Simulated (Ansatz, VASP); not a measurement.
# Cross-check of GePbO3 between VASP and Ansatz, part 3 of 3

Wanted: the spread between two codes on one cell, functional and k mesh. The cell is taken from a series of runs on this material, whose earlier steps may have relaxed, scaled, displaced or heated it; both programs get it as it stands.

VASP 6.6.1 and Ansatz 0.2.0.

So far: The starting structure; Ansatz: zone-centre phonons, PBEsol; VASP: zone-centre phonons, PBEsol.

**3. VASP: zone-centre phonons, PBEsol (continued)**

Level of this step: PBEsol; plane waves and PAW (Ge_d, Pb_d, O) (VASP).

Numbers of over 12 decimals in the logs are rounded to 6 here.

From OUTCAR (step 3):

```text
ion  position               nearest neighbor table
   1  0.500  0.500  0.500-   3 1.92   4 1.92   5 1.92   4 1.92   5 1.92   3 1.92   2 3.33   2 3.33
                             2 3.33   2 3.33   2 3.33   2 3.33   2 3.33   2 3.33
   2  0.000  0.000  0.000-   3 2.72   4 2.72   5 2.72   3 2.72   5 2.72   3 2.72   4 2.72   3 2.72
                             4 2.72   5 2.72   5 2.72   4 2.72   1 3.33   1 3.33   1 3.33   1 3.33
   3  0.000  0.500  0.500-   1 1.92   1 1.92   2 2.72   2 2.72   2 2.72   2 2.72
   4  0.500  0.500  0.000-   1 1.92   1 1.92   2 2.72   2 2.72   2 2.72   2 2.72
   5  0.500  0.000  0.500-   1 1.92   1 1.92   2 2.72   2 2.72   2 2.72   2 2.72

  LATTYP: Found a simple cubic cell.
 ALAT       =     3.8407227152

 Subroutine GETGRP returns: Found 48 space group operations
 (whereof 48 operations were pure point group operations)

The static configuration has the point symmetry O_h .

 Found     84 irreducible k-points:

   k-points           NKPTS =     84   k-points in BZ     NKDIM =     84   number of bands    NBANDS=     29

   dimension x,y,z NGX =    32 NGY =   32 NGZ =   32
   dimension x,y,z NGXF=    64 NGYF=   64 NGZF=   64

   ENCUT  =  600.0 eV  44.10 Ry    6.64 a.u.   7.67  7.67  7.67*2*pi/ulx,y,z

   NELECT =      46.0000    total number of electrons

 k-points in reciprocal lattice and weights: Automatic mesh
   0.00000000  0.00000000  0.00000000       0.001
   0.08333333  0.00000000  0.00000000       0.003
   0.16666667  0.00000000  0.00000000       0.003
   0.25000000  0.00000000  0.00000000       0.003
   0.33333333  0.00000000  0.00000000       0.003
   0.41666667  0.00000000  0.00000000       0.003
   0.50000000  0.00000000  0.00000000       0.002
   0.08333333  0.08333333  0.00000000       0.007
   0.16666667  0.08333333  0.00000000       0.014
[...]
0.41666667  0.41666667  0.25000000       0.014
[...]
POSITION                                       TOTAL-FORCE (eV/Angst)
 -----------------------------------------------------------------------------------
      1.92036      1.92036      1.92036         0.000000      0.000000      0.000000
      0.00000      0.00000      0.00000         0.000000      0.000000      0.000000
      0.00000      1.92036      1.92036         0.000000      0.000000      0.000000
      1.92036      1.92036      0.00000         0.000000      0.000000      0.000000
      1.92036      0.00000      1.92036         0.000000      0.000000      0.000000
 -----------------------------------------------------------------------------------
    total drift:                                0.000000     -0.000000     -0.000000

 Eigenvectors and eigenvalues of the dynamical matrix
 ----------------------------------------------------

   1 f  =   16.725541 THz   105.089675 2PiTHz  557.904004 cm-1    69.171249 meV
             X         Y         Z           dx          dy          dz
      1.920361  1.920361  1.920361    -0.002130    0.149792   -0.113291
      0.000000  0.000000  0.000000    -0.000147    0.010330   -0.007813
      0.000000  1.920361  1.920361     0.010463    0.189911   -0.143634
      1.920361  1.920361  0.000000    -0.002701    0.189911    0.556482
      1.920361  0.000000  1.920361    -0.002701   -0.735775   -0.143634

   2 f  =   16.725541 THz   105.089675 2PiTHz  557.904004 cm-1    69.171249 meV
             X         Y         Z           dx          dy          dz
      1.920361  1.920361  1.920361    -0.001611    0.113280    0.149808
      0.000000  0.000000  0.000000    -0.000111    0.007812    0.010331
      0.000000  1.920361  1.920361     0.007913    0.143619    0.189931
      1.920361  1.920361  0.000000    -0.002042    0.143619   -0.735849
      1.920361  0.000000  1.920361    -0.002042   -0.556425    0.189931

   3 f  =   16.725541 THz   105.089675 2PiTHz  557.904004 cm-1    69.171249 meV
             X         Y         Z           dx          dy          dz
      1.920361  1.920361  1.920361    -0.187803   -0.002671   -0.000000
      0.000000  0.000000  0.000000    -0.012952   -0.000184    0.000000
      0.000000  1.920361  1.920361     0.922483   -0.003386   -0.000000
      1.920361  1.920361  0.000000    -0.238103   -0.003386    0.000000
      1.920361  0.000000  1.920361    -0.238103    0.013118    0.000000

   4 f  =    8.108576 THz    50.947687 2PiTHz  270.472987 cm-1    33.534361 meV
             X         Y         Z           dx          dy          dz
      1.920361  1.920361  1.920361    -0.000000   -0.000000    0.000000
      0.000000  0.000000  0.000000     0.000000   -0.000000   -0.000000
      0.000000  1.920361  1.920361     0.000000   -0.036959    0.700390
      1.920361  1.920361  0.000000    -0.089934    0.036959    0.000000
      1.920361  0.000000  1.920361     0.089934   -0.000000   -0.700390

   5 f  =    8.108576 THz    50.947687 2PiTHz  270.472987 cm-1    33.534361 meV
             X         Y         Z           dx          dy          dz
      1.920361  1.920361  1.920361    -0.000000   -0.000000    0.000000
      0.000000  0.000000  0.000000     0.000000   -0.000000   -0.000000
      0.000000  1.920361  1.920361     0.000000   -0.202052    0.075803
      1.920361  1.920361  0.000000     0.673371    0.202052   -0.000000
      1.920361  0.000000  1.920361    -0.673371   -0.000000   -0.075803

   6 f  =    8.108576 THz    50.947687 2PiTHz  270.472987 cm-1    33.534361 meV
             X         Y         Z           dx          dy          dz
      1.920361  1.920361  1.920361    -0.000000    0.000000   -0.000000
      0.000000  0.000000  0.000000     0.000000    0.000000    0.000000
      0.000000  1.920361  1.920361     0.000000    0.676616    0.060894
      1.920361  1.920361  0.000000     0.196171   -0.676616    0.000000
      1.920361  0.000000  1.920361    -0.196171    0.000000   -0.060894

   7 f  =    6.101467 THz    38.336648 2PiTHz  203.523035 cm-1    25.233629 meV
             X         Y         Z           dx          dy          dz
      1.920361  1.920361  1.920361    -0.109893    0.791151    0.003180
      0.000000  0.000000  0.000000     0.033641   -0.242193   -0.000974
      0.000000  1.920361  1.920361     0.005631   -0.383950   -0.001543
      1.920361  1.920361  0.000000     0.053332   -0.383950   -0.000163
      1.920361  0.000000  1.920361     0.053332   -0.040537   -0.001543

   8 f  =    6.101467 THz    38.336648 2PiTHz  203.523035 cm-1    25.233629 meV
             X         Y         Z           dx          dy          dz
      1.920361  1.920361  1.920361     0.762193    0.105008    0.214573
      0.000000  0.000000  0.000000    -0.233328   -0.032146   -0.065687
      0.000000  1.920361  1.920361    -0.039054   -0.050961   -0.104133
      1.920361  1.920361  0.000000    -0.369896   -0.050961   -0.010994
      1.920361  0.000000  1.920361    -0.369896   -0.005380   -0.104133

   9 f  =    6.101467 THz    38.336648 2PiTHz  203.523035 cm-1    25.233629 meV
             X         Y         Z           dx          dy          dz
      1.920361  1.920361  1.920361     0.212112    0.032556   -0.769386
      0.000000  0.000000  0.000000    -0.064933   -0.009966    0.235530
      0.000000  1.920361  1.920361    -0.010868   -0.015800    0.373387
      1.920361  1.920361  0.000000    -0.102939   -0.015800    0.039422
      1.920361  0.000000  1.920361    -0.102939   -0.001668    0.373387

  10 f  =    1.482650 THz     9.315764 2PiTHz   49.455875 cm-1     6.131744 meV
             X         Y         Z           dx          dy          dz
      1.920361  1.920361  1.920361     0.314879    0.040071   -0.000017
      0.000000  0.000000  0.000000    -0.563969   -0.071770    0.000030
      0.000000  1.920361  1.920361     0.307109    0.061857   -0.000026
      1.920361  1.920361  0.000000     0.486075    0.061857   -0.000017
      1.920361  0.000000  1.920361     0.486075    0.039082   -0.000026

  11 f  =    1.482650 THz     9.315764 2PiTHz   49.455875 cm-1     6.131744 meV
             X         Y         Z           dx          dy          dz
      1.920361  1.920361  1.920361     0.005088   -0.039851    0.314866
      0.000000  0.000000  0.000000    -0.009114    0.071377   -0.563945
      0.000000  1.920361  1.920361     0.004963   -0.061518    0.486054
      1.920361  1.920361  0.000000     0.007855   -0.061518    0.307096
      1.920361  0.000000  1.920361     0.007855   -0.038868    0.486054

  12 f  =    1.482650 THz     9.315764 2PiTHz   49.455875 cm-1     6.131744 meV
             X         Y         Z           dx          dy          dz
      1.920361  1.920361  1.920361    -0.039746    0.312347    0.040175
      0.000000  0.000000  0.000000     0.071189   -0.559434   -0.071956
      0.000000  1.920361  1.920361    -0.038766    0.482166    0.062018
      1.920361  1.920361  0.000000    -0.061356    0.482166    0.039184
      1.920361  0.000000  1.920361    -0.061356    0.304639    0.062018

  13 f/i=    0.027288 THz     0.171458 2PiTHz    0.910242 cm-1     0.112856 meV
             X         Y         Z           dx          dy          dz
      1.920361  1.920361  1.920361     0.472157    0.054601    0.006981
      0.000000  0.000000  0.000000     0.780102    0.090213    0.011534
      0.000000  1.920361  1.920361     0.225049    0.026428    0.003379
      1.920361  1.920361  0.000000     0.228531    0.026428    0.003327
      1.920361  0.000000  1.920361     0.228531    0.026025    0.003379

  14 f/i=    0.027288 THz     0.171458 2PiTHz    0.910242 cm-1     0.112856 meV
             X         Y         Z           dx          dy          dz
      1.920361  1.920361  1.920361    -0.054802    0.471937    0.015289
      0.000000  0.000000  0.000000    -0.090544    0.779739    0.025261
      0.000000  1.920361  1.920361    -0.026121    0.228425    0.007400
      1.920361  1.920361  0.000000    -0.026525    0.228425    0.007287
      1.920361  0.000000  1.920361    -0.026525    0.224945    0.007400

  15 f/i=    0.027288 THz     0.171458 2PiTHz    0.910242 cm-1     0.112856 meV
             X         Y         Z           dx          dy          dz
      1.920361  1.920361  1.920361     0.005175    0.015991   -0.475057
      0.000000  0.000000  0.000000     0.008550    0.026420   -0.784894
      0.000000  1.920361  1.920361     0.002466    0.007740   -0.229935
      1.920361  1.920361  0.000000     0.002505    0.007740   -0.226432
      1.920361  0.000000  1.920361     0.002505    0.007622   -0.229935

 ELASTIC MODULI CONTR FROM IONIC RELAXATION (kBar)
 Direction    XX          YY          ZZ          XY          YZ          ZX
 --------------------------------------------------------------------------------
 XX           0.0000      0.0000      0.0000      0.0000      0.0000      0.0000
 YY           0.0000      0.0000      0.0000      0.0000      0.0000      0.0000
 ZZ           0.0000      0.0000      0.0000      0.0000      0.0000      0.0000
 XY           0.0000      0.0000      0.0000      0.0000      0.0000      0.0000
 YZ           0.0000      0.0000      0.0000      0.0000      0.0000      0.0000
 ZX           0.0000      0.0000      0.0000      0.0000      0.0000      0.0000
 --------------------------------------------------------------------------------
```

**4. Side by side**

Known differences besides the potentials themselves: the cutoff is 420 eV in Ansatz and 600 eV in VASP; Ansatz makes its cores anew for this functional, VASP keeps those of its PBE data sets. Total energies have different zeros and are not compared.

Compared:

| quantity | Ansatz | VASP | difference |
| --- | --- | --- | --- |
| optical mode 1 to 3 (cm⁻¹) | 48.3 | 49.5 | -1.2 |
| optical mode 4 to 6 (cm⁻¹) | 202.8 | 203.5 | -0.35 % |
| optical mode 7 to 9 (cm⁻¹) | 270.8 | 270.5 | +0.10 % |
| optical mode 10 to 12 (cm⁻¹) | 557.4 | 557.9 | -0.10 % |

Modes are paired by rising frequency, not by their patterns, so a pair may set unlike modes beside each other; they are those without the splitting of longitudinal modes.

**5. Summary of results**

| Item | Value |
| --- | --- |
| r.m.s. difference of the optical zone-centre modes, each program's sorted by frequency (zone-centre phonons, PBEsol) | 0.74 cm⁻¹ |

In words: The r.m.s. difference of the optical zone-centre modes, each program's sorted by frequency is 0.74 cm⁻¹ (zone-centre phonons, PBEsol). How closely two codes agree says nothing of how well the functional describes the real material.

[Lines on the potential files, build, host, timing and source positions are cut from VASP's logs without a mark.]

[Logs are printed without paths, hosts, clocks, repeated set-up lines and the standing remarks that a program may print on its own settings, such as how far it seeks lower states.]

[Hosts, paths, dates, database ids (printed as entryN), source tags and the programs' standing remarks are cut or masked in the printed files.]
